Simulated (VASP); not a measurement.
The system is TePb (k07).

```
Te Pb
1.0
     0.00000    3.23100    3.23100
     3.23100    0.00000    3.23100
     3.23100    3.23100    0.00000
Te Pb
1 1
Direct
  0.50000 0.50000 0.50000
  0.00000 0.00000 0.00000
```

| Property | Result |
| --- | --- |
| Program | VASP 6.6.1 |
| Task | relaxation of cell and atoms |
| Functional | PBE |
| Potentials or basis | VASP PAW PBE potentials, release 64 (Te, Pb_d) |
| Cutoff | 600 eV |
| k mesh | 10 × 10 × 10 |
| Occupations | gaussian, width 0.02 eV |
| Spin | no spin polarisation |

At the start: pressure 2.1 GPa; volume 33.73 Å³/atom.

Problem. How do energy, volume and symmetry change on relaxing?

Solution. Over 5 steps the energy falls by 10.6 meV/atom and the volume is 35.41 Å³/atom (+5.0 %); space group Fm-3m (No. 225, to 0.05 Å).

Step by step:
```csv
step,energy change (eV),largest force (eV/Å),pressure (GPa),volume (Å³)
1,0.0000,0.0000,2.09,67.46
2,-0.0196,0.0000,-0.55,71.85
3,-0.0213,0.0000,0.05,70.83
4,-0.0213,0.0000,-0.04,70.92
5,-0.0213,0.0000,0.00,70.83
```

Final structure:
```yaml
crystal:
  lattice:
    - [0.00000, 3.28387, 3.28387]
    - [3.28387, 0.00000, 3.28387]
    - [3.28387, 3.28387, 0.00000]
  atoms:
    - { symbol: Te, position: [0.50000, 0.50000, 0.50000] }
    - { symbol: Pb, position: [0.00000, 0.00000, 0.00000] }
```
